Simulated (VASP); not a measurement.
# What goes wrong when the gap of Bi2Se3 (Paraguanajuatite) is computed with a bad input, part 2 of 2

Aim: see how common mistakes in a band-structure run show up, on Bi2Se3 (Paraguanajuatite). The starting structure is a measured crystal structure from the Crystallography Open Database. Cell and atoms stay as given unless a step says otherwise.

VASP 6.6.1.

Results so far: reference 0.095 eV; a cutoff far too low 0.106 eV.

## (5) Bands with a hybrid's name typed into the meta-GGA tag

Level of this step: the functional as typed; plane waves and PAW (Bi_d, Se) (VASP).

A slip made on purpose: a hybrid's name typed into the meta-GGA tag. Against step 2 the input has METAGGA = HSE06 and no GGA (also changed: NELM).

Input file INCAR:

```
SYSTEM = Bi2Se3
PREC = Accurate
ENCUT = 350
EDIFF = 1E-06
NELM = 60
ISMEAR = 0
SIGMA = 0.03
LREAL = .FALSE.
ALGO = Normal
NBANDS = 39
LORBIT = 11
LWAVE = .FALSE.
LCHARG = .FALSE.
KPAR = 4
METAGGA = HSE06
```

Input file POSCAR:

```
Bi2Se3
1.0
    2.0715000000      1.1959810826      9.5453333333
   -2.0715000000      1.1959810826      9.5453333333
    0.0000000000     -2.3919621653      9.5453333333
Bi Se
2 3
Direct
    0.5992000000      0.5992000000      0.5992000000
    0.4008000000      0.4008000000      0.4008000000
    0.7883000000      0.7883000000      0.7883000000
    0.2117000000      0.2117000000      0.2117000000
    0.0000000000      0.0000000000      0.0000000000
```

Input file KPOINTS:

```
Automatic mesh
0
Gamma
6 6 6
0 0 0
```

Input file KPOINTS_OPT:

```
Line mode
8
Line-mode
Reciprocal
  0.00000000   0.00000000   0.00000000 GAMMA
  0.50000000   0.00000000   0.00000000 L

  0.50000000   0.00000000   0.00000000 L
  0.50000000   0.17713253  -0.17713253 B1

  0.82286747   0.50000000   0.17713253 B
  0.50000000   0.50000000   0.50000000 Z

  0.50000000   0.50000000   0.50000000 Z
  0.00000000   0.00000000   0.00000000 GAMMA

  0.00000000   0.00000000   0.00000000 GAMMA
  0.33856627   0.00000000  -0.33856627 X

  0.66143373   0.33856627   0.00000000 Q
  0.50000000   0.50000000   0.00000000 F

  0.50000000   0.50000000   0.00000000 F
  0.66143373   0.66143373   0.17713253 P1

  0.66143373   0.66143373   0.17713253 P1
  0.50000000   0.50000000   0.50000000 Z

  0.50000000   0.00000000   0.00000000 L
  0.82286747   0.33856627   0.33856627 P
```

Potentials, in the order of the species: Bi_d and Se (LDA family, release 64).

Launch:

```
$ mpirun -np 4 vasp_std
```

Log:

```text
[banner, memory and clock lines left out]
running    4 mpi-ranks, on    1 nodes
[...]
|                                                                             |
|     EEEEEEE  RRRRRR   RRRRRR   OOOOOOO  RRRRRR      ###     ###     ###     |
|     E        R     R  R     R  O     O  R     R     ###     ###     ###     |
|     E        R     R  R     R  O     O  R     R     ###     ###     ###     |
|     EEEEE    RRRRRR   RRRRRR   O     O  RRRRRR       #       #       #      |
|     E        R   R    R   R    O     O  R   R                               |
|     E        R    R   R    R   O     O  R    R      ###     ###     ###     |
|     EEEEEEE  R     R  R     R  OOOOOOO  R     R     ###     ###     ###     |
|                                                                             |
|     Error: One of the selected functionals does not exist.                  |
|                                                                             |
|       ---->  I REFUSE TO CONTINUE WITH THIS SICK JOB ... BYE!!! <----       |
|                                                                             |

1
1
1
1
```

Run time: 4 s. Hardware: 4 MPI ranks of Intel Xeon Platinum 8488C (Sapphire Rapids), shared host.

VASP stopped with this message: “Error: One of the selected functionals does not exist”.

## (6) Bands with a wide metal-type smearing

A slip made on purpose: a wide metal-type smearing. Against step 2 the input has ISMEAR = 1 and SIGMA = 1 (also changed: NELM).

Input file INCAR:

```
SYSTEM = Bi2Se3
PREC = Accurate
ENCUT = 350
EDIFF = 1E-06
NELM = 60
ISMEAR = 1
SIGMA = 1
LREAL = .FALSE.
ALGO = Normal
GGA = CA
NBANDS = 39
LORBIT = 11
LWAVE = .FALSE.
LCHARG = .FALSE.
KPAR = 4
```

POSCAR is that of step 5.

KPOINTS is that of step 5.

KPOINTS_OPT is that of step 5.

Launch:

```
$ mpirun -np 4 vasp_std
```

Log:

```text
[... set-up lines as in an earlier step ...]
 entering main loop
       N       E                     dE             d eps       ncg     rms          rms(c)
DAV:   1     0.402120498208E+03    0.40212E+03   -0.17829E+04  2496   0.963E+02
DAV:   2     0.216092386420E+02   -0.38051E+03   -0.35978E+03  2611   0.297E+02
DAV:   3    -0.223876895451E+02   -0.43997E+02   -0.42658E+02  3070   0.116E+02
DAV:   4    -0.240152610213E+02   -0.16276E+01   -0.16216E+01  2946   0.249E+01
[...]
DAV:  11    -0.232443174379E+02   -0.16209E-05   -0.49336E-05  3178   0.415E-02    0.199E-02
DAV:  12    -0.232443200424E+02   -0.26044E-05   -0.20501E-05  2698   0.180E-02    0.776E-03
DAV:  13    -0.232443197567E+02    0.28563E-06   -0.12305E-06  2032   0.626E-03
   1 F= -.23244320E+02 E0= -.23385707E+02  d E =0.424163E+00
 Start KPOINTS_OPT (optional k-point list driver)
k-point batch [1-32\72]
       N       E                     dE             ncg
DAV:   1     0.123043745163E+04   -0.19471E+05     2504
DAV:   2    -0.109372181898E+05   -0.12168E+05     2649
DAV:   3    -0.123765298999E+05   -0.14393E+04     3030
DAV:   4    -0.124298091176E+05   -0.53279E+02     2939
DAV:   5    -0.124317724321E+05   -0.19633E+01     3615
DAV:   6    -0.124318068750E+05   -0.34443E-01     3284
DAV:   7    -0.124318075851E+05   -0.71011E-03     3675
DAV:   8    -0.124318075959E+05   -0.10799E-04     3037
DAV:   9    -0.124318075962E+05   -0.28524E-06     1949
[...]
k-point batch [65-72\72]
       N       E                     dE             ncg
DAV:   1     0.245237753520E+05   -0.94391E+04      624
DAV:   2     0.214574833307E+05   -0.30663E+04      663
DAV:   3     0.211037348724E+05   -0.35375E+03      767
DAV:   4     0.210912424229E+05   -0.12492E+02      744
DAV:   5     0.210907721747E+05   -0.47025E+00      944
DAV:   6     0.210907648395E+05   -0.73353E-02      794
DAV:   7     0.210907646714E+05   -0.16803E-03      952
DAV:   8     0.210907646688E+05   -0.26549E-05      698
DAV:   9     0.210907646687E+05   -0.97574E-07      480
```

It took 5.3 min on 4 MPI ranks; peak memory 1.7 GiB.

The run was stopped at its time limit.

## (7) All runs side by side

```
                                        run            ended  gap (eV)  change (eV)  core minutes
                                  reference        converged     0.095            -          21.5
                       a cutoff far too low        converged     0.106        0.011           3.6
                             no empty bands        converged         -            -          7.33
a hybrid's name typed into the meta-GGA tag  stopped by VASP         -            -         0.267
                 a wide metal-type smearing  cut off by time         -            -          21.3
```

Core minutes are wall time times ranks of the run shown, on a shared host.

## (8) What came out

| Quantity | Value |
| --- | --- |
| reference gap | 0.095 eV |
| gap with a cutoff far too low | 0.106 eV |
| run with no empty bands | converged |
| run with a hybrid's name typed into the meta-GGA tag | stopped by VASP |
| run with a wide metal-type smearing | cut off by time |

In words: VASP stopped by itself in the run with a hybrid's name typed into the meta-GGA tag. The run with a wide metal-type smearing was cut off by time, so it gives no result to compare. The run without empty bands converged, and still can't show a gap. Finished, but with signs in the output that stand out against the reference: a cutoff far too low, with the gap changed by +0.01 eV (signs: a stress of up to 896.2 GPa and forces of up to 2.34 eV/Å). Further runs on this material are not shown.

[Lines on the potential files, build, host, timing and source positions are cut from VASP's logs without a mark.]

[Logs are printed without paths, hosts, clocks, repeated set-up lines and the standing remarks that a program may print on its own settings, such as how far it seeks lower states.]

[Hosts, paths, dates, database ids (printed as entryN), source tags and the programs' standing remarks are cut or masked in the printed files.]
